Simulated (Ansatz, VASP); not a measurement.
# TiO2 (Anatase): VASP beside Ansatz

One calculation is typed for both programs; each brings its own data sets. How far apart do they land? The cell is taken from a series of runs on this material, whose earlier steps may have relaxed, scaled, displaced or heated it; both programs get it as it stands.

Calculated with Ansatz 0.2.0; plane waves, with VASP 6.6.1 beside it; LDA.

## 1. The structure

Symmetry: I4_1/amd, No. 141, tetragonal system. The conventional cell has a = 3.784 Å, b = 3.784 Å, c = 9.515 Å, α = 90.00°, β = 90.00°, γ = 90.00°. Ti has 6 O at 1.93 to 1.98 Å nearest. Nearest to O lie 3 Ti at 1.93 to 1.98 Å. Farther neighbours and most contacts between anions are not listed.

## 2. VASP: G0W0 gap, LDA

Quasiparticle shifts depend on high empty states and on the cores, so they are the hardest test of two PAW sets.

Lines of VASP's logs that name or quote its potential files are left out, and so is its time.

The run reads the wave functions of an earlier VASP run, which isn't shown here.

The input, INCAR:

```
SYSTEM = TiO2
PREC = Accurate
ENCUT = 440
ISMEAR = 0
SIGMA = 0.01
LREAL = .FALSE.
GGA = CA
NBANDS = 576
LASPH = .TRUE.
ALGO = EVGW0
NELMGW = 1
ENCUTGW = 230
NOMEGA = 64
PRECFOCK = Fast
NBANDSGW = 32
LWAVE = .FALSE.
LCHARG = .FALSE.
```

The input, POSCAR:

```
TiO2
1.0
   -1.8921000000      1.8921000000      4.7573000000
    1.8921000000     -1.8921000000      4.7573000000
    1.8921000000      1.8921000000     -4.7573000000
Ti O
2 4
Direct
    0.0000000000      0.0000000000      0.0000000000
    0.7500000000      0.2500000000      0.5000000000
    0.2081000000      0.2081000000      0.0000000000
    0.9581000000      0.4581000000      0.5000000000
    0.5419000000      0.0419000000      0.5000000000
    0.7919000000      0.7919000000      0.0000000000
```

The input, KPOINTS:

```
Automatic mesh
0
Gamma
6 6 6
0 0 0
```

PAW data sets: Ti_sv_GW and O_GW (LDA family, release 64).

Command:

```
$ mpirun -np 16 vasp_std
```

Numbers of over 12 decimals in the logs are rounded to 6 here.

The program printed:

```text
[banner, memory and clock lines left out]
running   16 mpi-ranks, on    1 nodes
 distrk:  each k-point on   16 cores,    1 groups
 distr:  one band on    1 cores,   16 groups

 POSCAR found type information on POSCAR TiO
 POSCAR found :  2 types and       6 ions
|                                                                             |
|           W    W    AA    RRRRR   N    N  II  N    N   GGGG   !!!           |
|           W    W   A  A   R    R  NN   N  II  NN   N  G    G  !!!           |
|           W    W  A    A  R    R  N N  N  II  N N  N  G       !!!           |
|           W WW W  AAAAAA  RRRRR   N  N N  II  N  N N  G  GGG   !            |
|           WW  WW  A    A  R   R   N   NN  II  N   NN  G    G                |
|           W    W  A    A  R    R  N    N  II  N    N   GGGG   !!!           |
|                                                                             |
|     For optimal performance we recommend to set                             |
|       NCORE = 2 up to number-of-cores-per-socket                            |
|     NCORE specifies how many cores store one orbital (NPAR=cpu/NCORE).      |
|     This setting can greatly improve the performance of VASP for DFT.       |
|     The default, NCORE=1 might be grossly inefficient on modern             |
|     multi-core architectures or massively parallel machines. Do your        |
|     Unfortunately you need to use the default for GW and RPA                |
|     calculations (for HF NCORE is supported but not extensively tested      |
|     yet).                                                                   |
|                                                                             |

|                                                                             |
|           W    W    AA    RRRRR   N    N  II  N    N   GGGG   !!!           |
|           W    W   A  A   R    R  NN   N  II  NN   N  G    G  !!!           |
|           W    W  A    A  R    R  N N  N  II  N N  N  G       !!!           |
|           W WW W  AAAAAA  RRRRR   N  N N  II  N  N N  G  GGG   !            |
|           WW  WW  A    A  R   R   N   NN  II  N   NN  G    G                |
|           W    W  A    A  R    R  N    N  II  N    N   GGGG   !!!           |
|                                                                             |
|     The default for ENCUTGWSOFT is different in this version of VASP.       |
|     please manually set ENCUTGWSOFT =230 in the INCAR file.                 |
|                                                                             |

 LDA part: xc-table for (Slater(with rela. corr.)+CA(PZ))
 , standard interpolation
 found WAVECAR, reading the header
 POSCAR, INCAR and KPOINTS ok, starting setup
 FFT: planning ... GRIDC
 FFT: planning ... GRID_SOFT
 FFT: planning ... GRID
 reading WAVECAR
 the WAVECAR file was read successfully
 initial charge from wavefunction
 available memory per node:     16.53 GB, setting MAXMEM to     16928

 The Fermi energy was updated, please check that it is located mid-gap
 values below the HOMO (VB) or above the LUMO (CB) will cause erroneous energies
 E-fermi :   4.0135

 calculate exact exchange contribution
 the WAVEDER file was read successfully
energies w=
    0.000    0.000    0.908    0.000    1.813    0.000    2.714    0.000
    3.610    0.000    4.497    0.000    5.376    0.000    6.244    0.000
    7.101    0.000    7.947    0.000    8.781    0.000    9.604    0.000
   10.415    0.000   11.215    0.000   12.005    0.000   12.786    0.000
   13.559    0.000   14.325    0.000   15.085    0.000   15.841    0.000
   16.594    0.000   17.347    0.000   18.100    0.000   18.855    0.000
   19.615    0.000   20.381    0.000   21.155    0.000   21.940    0.000
   22.738    0.000   23.553    0.000   24.385    0.000   25.240    0.000
   26.120    0.000   27.029    0.000   27.971    0.000   28.952    0.000
   29.976    0.000   31.051    0.000   32.182    0.000   33.377    0.000
   34.647    0.000   36.001    0.000   37.455    0.000   39.021    0.000
   40.718    0.000   42.569    0.000   44.599    0.000   46.841    0.000
   49.335    0.000   52.132    0.000   55.295    0.000   58.907    0.000
   63.076    0.000   67.946    0.000   73.715    0.000   80.660    0.000
   89.182    0.000   99.883    0.000  113.713    0.000  132.261    0.000
  158.401    0.000  197.918    0.000  264.457    0.000  399.732    0.000
 responsefunction array rank=     560
 LDA part: xc-table for (Slater(with rela. corr.)+CA(PZ))
 , standard interpolation

 min. memory requirement per mpi rank   1069.4 MB, per node  17111.0 MB

 allocating   4 responsefunctions rank=   560
 shmem allocating  64 responsefunctions rank=   560
 response function shared by NCSHMEM nodes    1
 Doing            4  frequencies on each core in blocks of           64
NQ=   1    0.0000    0.0000    0.0000,
|.........|.........|.........|.........|.........|.........|.........|.........
 performed       6829000 updates of chi_q(r,r)
 total number of BLAS operations      17071.60 Gflops
NQ=   2    0.1667   -0.0000    0.0000,
|.........|.........|.........|.........|.........|.........|.........|.........
 performed      18155000 updates of chi_q(r,r)
 total number of BLAS operations      44382.06 Gflops
NQ=   3    0.3333    0.0000    0.0000,
|.........|.........|.........|.........|.........|.........|.........|.........
 performed      29481000 updates of chi_q(r,r)
 total number of BLAS operations      70902.39 Gflops
NQ=   4    0.5000    0.0000    0.0000,
|.........|.........|.........|.........|.........|.........|.........|.........
 performed      39185000 updates of chi_q(r,r)
 total number of BLAS operations      93540.93 Gflops
NQ=   5    0.1667    0.1667    0.0000,
|.........|.........|.........|.........|.........|.........|.........|.........
 performed      51396000 updates of chi_q(r,r)
 total number of BLAS operations     122238.61 Gflops
NQ=   6    0.3333    0.1667   -0.0000,
|.........|.........|.........|.........|.........|.........|.........|.........
 performed      65081000 updates of chi_q(r,r)
 total number of BLAS operations     153811.00 Gflops
NQ=   7    0.5000    0.1667    0.0000,
|.........|.........|.........|.........|.........|.........|.........|.........
 performed      78766000 updates of chi_q(r,r)
 total number of BLAS operations     185737.15 Gflops
NQ=   8   -0.3333    0.1667   -0.0000,
|.........|.........|.........|.........|.........|.........|.........|.........
 performed      92451000 updates of chi_q(r,r)
 total number of BLAS operations     217192.06 Gflops
NQ=   9   -0.1667    0.1667    0.0000,
|.........|.........|.........|.........|.........|.........|.........|.........
 performed     102118000 updates of chi_q(r,r)
 total number of BLAS operations     239494.71 Gflops
NQ=  10    0.3333    0.3333    0.0000,
|.........|.........|.........|.........|.........|.........|.........|.........
 performed     114329000 updates of chi_q(r,r)
 total number of BLAS operations     267560.54 Gflops
NQ=  11    0.5000    0.3333   -0.0000,
|.........|.........|.........|.........|.........|.........|.........|.........
 performed     128014000 updates of chi_q(r,r)
 total number of BLAS operations     299132.93 Gflops
NQ=  12   -0.3333    0.3333    0.0000,
|.........|.........|.........|.........|.........|.........|.........|.........
 performed     137681000 updates of chi_q(r,r)
 total number of BLAS operations     321352.60 Gflops
NQ=  13    0.5000    0.5000    0.0000,
|.........|.........|.........|.........|.........|.........|.........|.........
 performed     145542000 updates of chi_q(r,r)
 total number of BLAS operations     339018.40 Gflops
NQ=  14    0.1667    0.1667    0.1667,
|.........|.........|.........|.........|.........|.........|.........|.........
 performed     157753000 updates of chi_q(r,r)
 total number of BLAS operations     367084.23 Gflops
NQ=  15    0.3333    0.1667    0.1667,
|.........|.........|.........|.........|.........|.........|.........|.........
 performed     169964000 updates of chi_q(r,r)
 total number of BLAS operations     395150.06 Gflops
NQ=  16   -0.1667    0.1667    0.1667,
|.........|.........|.........|.........|.........|.........|.........|.........
 performed     179594000 updates of chi_q(r,r)
 total number of BLAS operations     417037.91 Gflops
NQ=  17    0.3333    0.3333    0.1667,
|.........|.........|.........|.........|.........|.........|.........|.........
 performed     188782000 updates of chi_q(r,r)
 total number of BLAS operations     438472.50 Gflops
NQ=  18   -0.3333    0.3333    0.1667,
|.........|.........|.........|.........|.........|.........|.........|.........
 performed     200108000 updates of chi_q(r,r)
 total number of BLAS operations     464602.11 Gflops
NQ=  19   -0.1667    0.3333    0.1667,
|.........|.........|.........|.........|.........|.........|.........|.........
 performed     211360000 updates of chi_q(r,r)
 total number of BLAS operations     490755.36 Gflops
NQ=  20    0.5000    0.5000    0.1667,
|.........|.........|.........|.........|.........|.........|.........|.........
 performed     221027000 updates of chi_q(r,r)
 total number of BLAS operations     513475.26 Gflops
NQ=  21   -0.3333    0.5000    0.1667,
|.........|.........|.........|.........|.........|.........|.........|.........
 performed     234712000 updates of chi_q(r,r)
 total number of BLAS operations     545995.36 Gflops
NQ=  22   -0.1667    0.5000    0.1667,
|.........|.........|.........|.........|.........|.........|.........|.........
 performed     245964000 updates of chi_q(r,r)
 total number of BLAS operations     572148.61 Gflops
NQ=  23   -0.3333   -0.3333    0.1667,
|.........|.........|.........|.........|.........|.........|.........|.........
 performed     258175000 updates of chi_q(r,r)
 total number of BLAS operations     601058.48 Gflops
NQ=  24   -0.1667   -0.3333    0.1667,
|.........|.........|.........|.........|.........|.........|.........|.........
 performed     269427000 updates of chi_q(r,r)
 total number of BLAS operations     627699.20 Gflops
NQ=  25   -0.1667   -0.1667    0.1667,
|.........|.........|.........|.........|.........|.........|.........|.........
 performed     277288000 updates of chi_q(r,r)
 total number of BLAS operations     646862.03 Gflops
NQ=  26   -0.3333    0.3333    0.3333,
|.........|.........|.........|.........|.........|.........|.........|.........
 performed     286918000 updates of chi_q(r,r)
 total number of BLAS operations     668749.88 Gflops
NQ=  27    0.5000    0.5000    0.3333,
|.........|.........|.........|.........|.........|.........|.........|.........
 performed     296585000 updates of chi_q(r,r)
 total number of BLAS operations     691637.77 Gflops
NQ=  28   -0.3333    0.5000    0.3333,
|.........|.........|.........|.........|.........|.........|.........|.........
 performed     307837000 updates of chi_q(r,r)
 total number of BLAS operations     717694.07 Gflops
NQ=  29   -0.3333   -0.3333    0.3333,
|.........|.........|.........|.........|.........|.........|.........|.........
 performed     315698000 updates of chi_q(r,r)
 total number of BLAS operations     736580.18 Gflops
NQ=  30    0.5000    0.5000    0.5000,
|.........|.........|.........|.........|.........|.........|.........|.........
 performed     322527000 updates of chi_q(r,r)
 total number of BLAS operations     752511.00 Gflops
 resolving degeneracies of screened two electron integrals

 calculate QP shifts <psi_nk| G(iteration)W_0 |psi_nk>: iteration 1
 entering main loop
```

Parts of OUTCAR (step 2):

```text
ion  position               nearest neighbor table
   1  0.000  0.000  0.000-   5 1.93   4 1.93   5 1.93   4 1.93   3 1.98   6 1.98
   2  0.750  0.250  0.500-   6 1.93   3 1.93   6 1.93   3 1.93   4 1.98   5 1.98
   3  0.208  0.208  0.000-   2 1.93   2 1.93   1 1.98
   4  0.958  0.458  0.500-   1 1.93   1 1.93   2 1.98
   5  0.542  0.042  0.500-   1 1.93   1 1.93   2 1.98
   6  0.792  0.792  0.000-   2 1.93   2 1.93   1 1.98

  LATTYP: Found a body centered tetragonal cell.
 ALAT       =     3.7842000000
 C/A-ratio  =     2.5142962846

 Subroutine GETGRP returns: Found 16 space group operations
 (whereof  8 operations were pure point group operations)

The static configuration has the point symmetry D_2d.
 The point group associated with its full space group is D_4h.

 Found     30 irreducible k-points:

   k-points           NKPTS =     30   k-points in BZ     NKDIM =    216   number of bands    NBANDS=    576

   dimension x,y,z NGX =    40 NGY =   40 NGZ =   40
   dimension x,y,z NGXF=    80 NGYF=   80 NGZF=   80

   ENCUT  =  440.0 eV  32.34 Ry    5.69 a.u.   9.34  9.34  9.34*2*pi/ulx,y,z

   NELECT =      48.0000    total number of electrons

  energy-cutoff  :      440.00
  volume of cell :       68.13
      direct lattice vectors                 reciprocal lattice vectors
    -1.892100000  1.892100000  4.757300000     0.000000000  0.264256646  0.105101633
     1.892100000 -1.892100000  4.757300000     0.264256646  0.000000000  0.105101633
     1.892100000  1.892100000 -4.757300000     0.264256646  0.264256646  0.000000000

 k-points in reciprocal lattice and weights: Automatic mesh
   0.00000000  0.00000000  0.00000000       0.005
   0.16666667 -0.00000000  0.00000000       0.037
   0.33333333  0.00000000  0.00000000       0.037
   0.50000000  0.00000000  0.00000000       0.019
   0.16666667  0.16666667  0.00000000       0.037
   0.33333333  0.16666667 -0.00000000       0.074
   0.50000000  0.16666667  0.00000000       0.074
  -0.33333333  0.16666667 -0.00000000       0.074
  -0.16666667  0.16666667  0.00000000       0.019
[...]
-0.33333333 -0.33333333  0.33333333       0.009
   0.50000000  0.50000000  0.50000000       0.005

 E-fermi :   4.0135

 QP shifts <psi_nk| G(iteration)W_0 |psi_nk>: iteration 1
 for sc-GW calculations column KS-energies equals QP-energies in previous step
 and V_xc(KS)=  KS-energies - (<T + V_ion + V_H > + <T+V_H+V_ion>^1  + <V_x>^1)
 k-point   1 :       0.0000    0.0000    0.0000
  band No.  KS-energies  QP-energies   sigma(KS)   V_xc(KS)     V^pw_x(r,r')   Z            occupation Imag(sigma)
    ...
     21       2.2541       1.9103     -21.0555     -20.5745     -24.8373       0.7149       2.0000       0.2654
     22       2.2541       1.9103     -21.0555     -20.5745     -24.8373       0.7149       2.0000       0.2654
     23       2.5460       2.1576     -19.9217     -19.3638     -24.1165       0.6962       2.0000       0.3104
     24       2.5460       2.1576     -19.9217     -19.3638     -24.1165       0.6962       2.0000       0.3104
     25       5.0378       6.3699     -17.2978     -19.1309     -11.0843       0.7267       0.0000      -0.2959
     26       5.8107       7.2190     -18.2219     -20.2201     -11.2003       0.7048       0.0000      -0.3682
     27       6.9594       8.2237     -18.9249     -20.7799     -12.0123       0.6816       0.0000      -0.4170
     28       6.9594       8.2237     -18.9249     -20.7799     -12.0123       0.6816       0.0000      -0.4170
    ...

 k-point   2 :       0.1667   -0.0000    0.0000
  band No.  KS-energies  QP-energies   sigma(KS)   V_xc(KS)     V^pw_x(r,r')   Z            occupation Imag(sigma)
    ...
     21       1.9922       1.6679     -19.6530     -19.1899     -23.4659       0.7003       2.0000       0.3102
     22       2.2479       1.8523     -20.2481     -19.6860     -24.3815       0.7036       2.0000       0.3047
     23       2.2867       1.9506     -20.9041     -20.4335     -24.6361       0.7143       2.0000       0.2645
     24       2.5579       2.1528     -20.2688     -19.6937     -24.4116       0.7045       2.0000       0.2952
     25       5.6240       6.8776     -18.0469     -19.8092     -12.0708       0.7114       0.0000      -0.3069
     26       5.9239       7.3109     -18.2333     -20.2078     -11.2462       0.7024       0.0000      -0.3722
     27       6.4376       7.7990     -18.7389     -20.7010     -11.9006       0.6938       0.0000      -0.3780
     28       6.6718       8.0129     -18.9558     -20.9200     -12.0418       0.6828       0.0000      -0.3975
    ...

 k-point   3 :       0.3333    0.0000    0.0000
  band No.  KS-energies  QP-energies   sigma(KS)   V_xc(KS)     V^pw_x(r,r')   Z            occupation Imag(sigma)
    ...
     21       1.3209       1.0110     -18.8199     -18.3735     -22.7123       0.6941       2.0000       0.3672
     22       2.1396       1.7207     -19.3427     -18.7385     -23.6714       0.6934       2.0000       0.3414
     23       2.2066       1.8231     -21.2765     -20.7423     -25.1760       0.7179       2.0000       0.2634
     24       2.4352       2.0220     -20.5651     -19.9835     -24.6774       0.7103       2.0000       0.2867
     25       6.0487       7.4060     -18.1642     -20.1011     -11.2231       0.7008       0.0000      -0.3768
     26       6.3705       7.7465     -18.7902     -20.7691     -11.9894       0.6954       0.0000      -0.3766
     27       6.5202       7.7884     -18.8318     -20.6809     -12.1776       0.6858       0.0000      -0.3856
     28       6.5916       7.9552     -18.9251     -20.9209     -11.8811       0.6832       0.0000      -0.4040
    ...

 k-point   4 :       0.5000    0.0000    0.0000
  band No.  KS-energies  QP-energies   sigma(KS)   V_xc(KS)     V^pw_x(r,r')   Z            occupation Imag(sigma)
    ...
     21       1.0254       0.5961     -19.1745     -18.5580     -23.5697       0.6964       2.0000       0.3847
     22       2.0457       1.6151     -19.1127     -18.4911     -23.4900       0.6928       2.0000       0.3523
     23       2.1818       1.7782     -21.3319     -20.7688     -25.3129       0.7166       2.0000       0.2657
     24       2.3869       1.9665     -20.5276     -19.9334     -24.7253       0.7076       2.0000       0.2937
     25       6.1941       7.5541     -18.2378     -20.1855     -11.1783       0.6982       0.0000      -0.3910
     26       6.5172       7.8048     -18.5507     -20.4215     -11.7067       0.6883       0.0000      -0.3950
     27       6.5487       7.8987     -18.8261     -20.7825     -12.0543       0.6900       0.0000      -0.3831
     28       6.6521       8.0262     -19.1371     -21.1637     -11.9154       0.6780       0.0000      -0.4180
    ...

[... 4 further parts left out ...]
```

(Part 1 of 2 ends here.)

[Lines on the potential files, build, host, timing and source positions are cut from VASP's logs without a mark.]

[Logs are printed without paths, hosts, clocks, repeated set-up lines and the standing remarks that a program may print on its own settings, such as how far it seeks lower states.]

[Hosts, paths, dates, database ids (printed as entryN), source tags and the programs' standing remarks are cut or masked in the printed files.]
